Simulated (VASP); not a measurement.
Level of theory: LDA (Ceperley-Alder, Perdew-Zunger), VASP's LDA PAW potentials (set 64) (plane waves; VASP 6.6.1).

Input for VASP

POSCAR:
```
NaI
1
    0.0000000000     3.2186550000     3.2186550000
    3.2186550000     0.0000000000     3.2186550000
    3.2186550000     3.2186550000     0.0000000000
Na I
1 1
Direct
 -0.0006650000  -0.0010340000   0.0037960000
  0.5006650000   0.5010340000   0.4962040000
```

**INCAR**
```
SYSTEM = NaI
PREC = Accurate
ENCUT = 210
EDIFF = 1E-6
NELM = 100
ALGO = Normal
LREAL = .FALSE.
LASPH = .TRUE.
ISMEAR = 0
SIGMA = 0.01
LMAXMIX = 4
LWAVE = .FALSE.
LCHARG = .FALSE.
ISIF = 2
```

File KPOINTS:
```
kpoints
0
G
  7 7 7
```

POTCAR, in this order: Na_pv I (LDA.64 set). Program: vasp_std.

What VASP printed:

### OSZICAR
```
       N       E                     dE             d eps       ncg     rms          rms(c)
DAV:   1     0.422203879179E+02    0.42220E+02   -0.46094E+03  4248   0.554E+02
DAV:   2    -0.336800335759E+01   -0.45588E+02   -0.43441E+02  4328   0.155E+02
DAV:   3    -0.587898326583E+01   -0.25110E+01   -0.25052E+01  4538   0.376E+01
DAV:   4    -0.592115760325E+01   -0.42174E-01   -0.42170E-01  4136   0.531E+00
DAV:   5    -0.592207287225E+01   -0.91527E-03   -0.91526E-03  4424   0.756E-01    0.187E+00
DAV:   6    -0.585457120549E+01    0.67502E-01   -0.98923E-02  4309   0.325E+00    0.125E+00
DAV:   7    -0.584347226656E+01    0.11099E-01   -0.57847E-02  4369   0.220E+00    0.567E-01
DAV:   8    -0.584342674582E+01    0.45521E-04   -0.31099E-03  4006   0.654E-01    0.111E-01
DAV:   9    -0.584339850975E+01    0.28236E-04   -0.10551E-04  4387   0.128E-01    0.401E-02
DAV:  10    -0.584339726202E+01    0.12477E-05   -0.14258E-05  4390   0.474E-02    0.257E-03
DAV:  11    -0.584339721466E+01    0.47361E-07   -0.57444E-07  2264   0.105E-02
   1 F= -.58433972E+01 E0= -.58433972E+01  d E =-.110173E-67
```

### OUTCAR
```
------------------------ aborting loop because EDIFF is reached ----------------------------------------
  FORCE on cell =-STRESS in cart. coord.  units (eV):
  Direction    XX          YY          ZZ          XY          YZ          ZX
  --------------------------------------------------------------------------------------
  Total       -4.0446919     -4.0440212     -4.0461381     -0.0004782      0.0002724      0.0002409
  in kB      -97.1723597    -97.1562472    -97.2071027     -0.0114882      0.0065451      0.0057883
  external PRESSURE =     -97.1785698 kB  Pullay stress =       0.0000000 kB
  volume of cell :       66.69
      direct lattice vectors                 reciprocal lattice vectors
     0.000000000  3.218655000  3.218655000    -0.155344391  0.155344391  0.155344391
     3.218655000  0.000000000  3.218655000     0.155344391 -0.155344391  0.155344391
     3.218655000  3.218655000  0.000000000     0.155344391  0.155344391 -0.155344391
  FREE ENERGIE OF THE ION-ELECTRON SYSTEM (eV)
  ---------------------------------------------------
  free  energy   TOTEN  =        -5.8433972147 eV

  energy  without entropy=       -5.8433972147  energy(sigma->0) =       -5.84339721
```
(Selected blocks of OUTCAR.)

At this cut-off the stress carries a Pulay error, which pulls relaxed volumes low.

The structure comes from a computed database's NaI entry; how it stands against other phases isn't given here. The cell was not relaxed at this level, atoms are displaced from their ideal sites. The run is one of a series of settings (ENCUT = 210 against the base run), some of them coarse on purpose.
